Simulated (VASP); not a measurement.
Input:

```
Al2Au
1.0
    0.00000     3.03166     3.03166
    3.03166     0.00000     3.03166
    3.03166     3.03166     0.00000
Al Au
2 1
Direct
  0.25000   0.25000   0.25000
  0.75000   0.75000   0.75000
  0.00000   0.00000   0.00000
```

The numbers are results of PW91 GGA, VASP's PBE PAW potentials (set 64) (plane waves; VASP 6.6.1), not measurements. Settings: 520 eV cut-off, 9×9×9 Γ-centred mesh, first-order Methfessel-Paxton smearing of 0.10 eV, potentials Al Au.

### Question
Give the energy at these volumes per atom, relative to the lowest: 17.46, 18.02, 18.58, 19.14, 19.69 Å³.

### Answer
24.6, 5.8, 0.0, 5.2, 19.6 meV/atom. A third-order Birch-Murnaghan fit gives B0 = 105 GPa and B0′ = 4.8.

The compound is AuAl2 in the fluorite structure. It was relaxed first.
